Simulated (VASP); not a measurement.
Method: PBE GGA, VASP's PBE PAW potentials (set 64) (plane waves; VASP).

A VASP calculation is set up with these files.

INCAR:
```
ALGO  =  Normal
AMIX  =  0.6
BMIX  =  1.0
EDIFF  =  1E-6
ENCUT  =  520
GGA  =  PE
IMIX  =  1
ISIF  =  2
ISMEAR  =  0
LASPH  =  .TRUE.
LCHARG  =  .FALSE.
LMAXMIX  =  4
LREAL  =  .FALSE.
LWAVE  =  .FALSE.
NELM  =  100
PREC  =  Accurate
SIGMA  =  0.05
SYSTEM  =  ZnO
```

File KPOINTS:
```
Automatic mesh
0
G
7 7 4
```

### POSCAR
```
ZnO
3.3150010
  0.4999998492  -0.8660253798   0.0000000000
  0.4999998492   0.8660253798   0.0000000000
  0.0000000000   0.0000000000   1.6030764395
Zn O
2 2
Cartesian
  0.4999998492  -0.2886757039   0.8015382197
  0.4999998492   0.2886757039   0.0000000000
  0.4999998492  -0.2886757039   1.4139134196
  0.4999998492   0.2886757039   0.6123751999
```

POTCAR, in this order: Zn O (PBE.64 set). Program: vasp_std.

The run wrote:

OSZICAR:
```
       N       E                     dE             d eps       ncg     rms          rms(c)
DAV:   1     0.285217866646E+03    0.28522E+03   -0.18920E+04  1056   0.235E+03
DAV:   2     0.971447783902E+01   -0.27550E+03   -0.26535E+03  1140   0.436E+02
DAV:   3    -0.204976522261E+02   -0.30212E+02   -0.29976E+02  1218   0.153E+02
DAV:   4    -0.211009901827E+02   -0.60334E+00   -0.60263E+00  1182   0.231E+01
DAV:   5    -0.211058458686E+02   -0.48557E-02   -0.48555E-02  1212   0.198E+00    0.140E+01
DAV:   6    -0.190184338449E+02    0.20874E+01   -0.28572E+01  1818   0.112E+02    0.107E+01
DAV:   7    -0.182009222171E+02    0.81751E+00   -0.12271E+01  1680   0.727E+01    0.392E+00
DAV:   8    -0.179746104350E+02    0.22631E+00   -0.56131E+00  1824   0.703E+01    0.381E+00
DAV:   9    -0.178812439542E+02    0.93366E-01   -0.23134E+00  1574   0.425E+01    0.167E+00
DAV:  10    -0.178595220401E+02    0.21722E-01   -0.85520E-01  1528   0.293E+01    0.117E+00
DAV:  11    -0.178547834892E+02    0.47386E-02   -0.30773E-01  1438   0.169E+01    0.552E-01
DAV:  12    -0.178541420171E+02    0.64147E-03   -0.86402E-02  1310   0.894E+00    0.303E-01
DAV:  13    -0.178542461947E+02   -0.10418E-03   -0.25102E-02  1152   0.461E+00    0.147E-01
DAV:  14    -0.178542759720E+02   -0.29777E-04   -0.56738E-03  1128   0.192E+00    0.701E-02
DAV:  15    -0.178542777488E+02   -0.17768E-05   -0.12654E-03  1146   0.844E-01    0.331E-02
DAV:  16    -0.178542742219E+02    0.35269E-05   -0.22872E-04  1224   0.325E-01    0.150E-02
DAV:  17    -0.178542734648E+02    0.75711E-06   -0.43071E-05  1172   0.139E-01    0.664E-03
DAV:  18    -0.178542731816E+02    0.28316E-06   -0.74357E-06  1116   0.542E-02
   1 F= -.17854273E+02 E0= -.17854273E+02  d E =-.650171E-13
```

**OUTCAR**
```
------------------------ aborting loop because EDIFF is reached ----------------------------------------
  FORCE on cell =-STRESS in cart. coord.  units (eV):
  Direction    XX          YY          ZZ          XY          YZ          ZX
  --------------------------------------------------------------------------------------
  Total       -0.7283319     -0.7283323     -0.6231420      0.0000000      0.0000000      0.0000000
  in kB      -23.0730084    -23.0730210    -19.7406697      0.0000000      0.0000000      0.0000000
  external PRESSURE =     -21.9622330 kB  Pullay stress =       0.0000000 kB
  volume of cell :       50.57
      direct lattice vectors                 reciprocal lattice vectors
     1.657500000 -2.870875000  0.000000000     0.301659125 -0.174162929  0.000000000
     1.657500000  2.870875000  0.000000000     0.301659125  0.174162929  0.000000000
     0.000000000  0.000000000  5.314200000     0.000000000  0.000000000  0.188175078
  FREE ENERGIE OF THE ION-ELECTRON SYSTEM (eV)
  ---------------------------------------------------
  free  energy   TOTEN  =       -17.8542731816 eV

  energy  without entropy=      -17.8542731816  energy(sigma->0) =      -17.85427318
```
(Selected blocks of OUTCAR.)

**OUTCAR**
```
 val. band max:        0.6750641299   @ k =   0.0000   0.0000   0.0000

 cond. band min:       1.3729224394   @ k =   0.0000   0.0000   0.0000


 Fermi energy:         0.9107059132

 k-point     1 :       0.0000    0.0000    0.0000
  band No.  band energies     occupation
      1     -16.9475      2.00000
      2     -16.3091      2.00000
      3      -4.7596      2.00000
      4      -4.7596      2.00000
      5      -4.6869      2.00000
      6      -4.5931      2.00000
      7      -4.5931      2.00000
      8      -4.4870      2.00000
      9      -3.7423      2.00000
     10      -3.7423      2.00000
     11      -3.5574      2.00000
     12      -3.5574      2.00000
     13      -3.2849      2.00000
     14      -0.0436      2.00000
     15      -0.0435      2.00000
     16       0.6038      2.00000
     17       0.6751      2.00000
     18       0.6751      2.00000
     19       1.3729      0.00000
     20       5.6383      0.00000
     21       8.7117      0.00000
     22      13.2120      0.00000

 k-point     2 :       0.1429   -0.0000    0.0000
  band No.  band energies     occupation
      1     -16.8510      2.00000
      2     -16.2676      2.00000
      3      -4.8493      2.00000
      4      -4.7014      2.00000
      5      -4.6430      2.00000
      6      -4.5838      2.00000
      7      -4.5101      2.00000
      8      -4.3611      2.00000
      9      -3.7803      2.00000
     10      -3.7451      2.00000
     11      -3.5493      2.00000
     12      -3.4475      2.00000
     13      -3.3049      2.00000
     14      -0.7216      2.00000
     15      -0.2893      2.00000
     16      -0.2642      2.00000
     17       0.4796      2.00000
     18       0.5401      2.00000
     19       2.5766      0.00000
     20       6.3866      0.00000
     21       8.7170      0.00000
     22      11.6007      0.00000

 k-point     3 :       0.2857   -0.0000    0.0000
  band No.  band energies     occupation
      1     -16.6155      2.00000
...
```

The compound is ZnO in the wurtzite structure. The cell was not relaxed at this level. The run is one of a series of settings (AMIX = 0.6, BMIX = 1.0, IMIX = 1 against the base run), some of them coarse on purpose.
